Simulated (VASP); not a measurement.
The system is CoSi.

```
Co Si
1.0
     4.43800    0.00000    0.00000
     0.00000    4.43800    0.00000
     0.00000    0.00000    4.43800
Co Si
4 4
Cartesian
  0.6213 0.6213 0.6213
  1.5977 3.8167 2.8403
  2.8403 1.5977 3.8167
  3.8167 2.8403 1.5977
  3.7412 3.7412 3.7412
  2.9158 0.6968 1.5222
  1.5222 2.9158 0.6968
  0.6968 1.5222 2.9158
```

| Property | Result |
| --- | --- |
| Program | VASP 6.6.1 |
| Task | relaxation of cell and atoms |
| Functional | r2SCAN |
| Potentials or basis | VASP PAW PBE potentials, release 64 (Co, Si) |
| Cutoff | 600 eV |
| k mesh | 8 × 8 × 8 |
| Occupations | methfessel-paxton, width 0.1 eV |
| Spin | no spin polarisation |

At the start: pressure -7.6 GPa; volume 10.93 Å³/atom.

Question: How do energy, volume and symmetry change on relaxing?

Answer: Over 14 steps the energy falls by 12.9 meV/atom and the volume is 10.53 Å³/atom (-3.7 %); space group P2_13 (No. 198, to 0.05 Å).

Step by step:
```csv
step,energy change (eV),largest force (eV/Å),pressure (GPa),volume (Å³)
1,0.0000,0.2416,-7.64,87.41
2,0.0383,0.4410,11.67,80.98
3,-0.0765,0.3356,0.28,84.44
4,-0.0929,0.2107,0.21,84.32
5,-0.1026,0.0395,0.25,84.11
6,-0.1030,0.0334,0.23,84.14
7,-0.1030,0.0331,0.28,84.13
8,-0.1029,0.0144,-0.24,84.39
9,-0.1031,0.0117,-0.39,84.30
10,-0.1031,0.0210,-0.15,84.23
11,-0.1031,0.0225,-0.06,84.22
12,-0.1031,0.0218,0.00,84.22
13,-0.1031,0.0213,-0.02,84.23
14,-0.1032,0.0060,0.03,84.20
```

Final structure:
```
Co Si
1.0
     4.38307    0.00000    0.00000
     0.00000    4.38307    0.00000
     0.00000    0.00000    4.38307
Co Si
4 4
Direct
  0.14582 0.14582 0.14582
  0.35418 0.85418 0.64582
  0.64582 0.35418 0.85418
  0.85418 0.64582 0.35418
  0.84360 0.84360 0.84360
  0.65640 0.15640 0.34360
  0.34360 0.65640 0.15640
  0.15640 0.34360 0.65640
```

Caveat: the PAW data sets were made with another functional, which shifts forces and pressure a little.
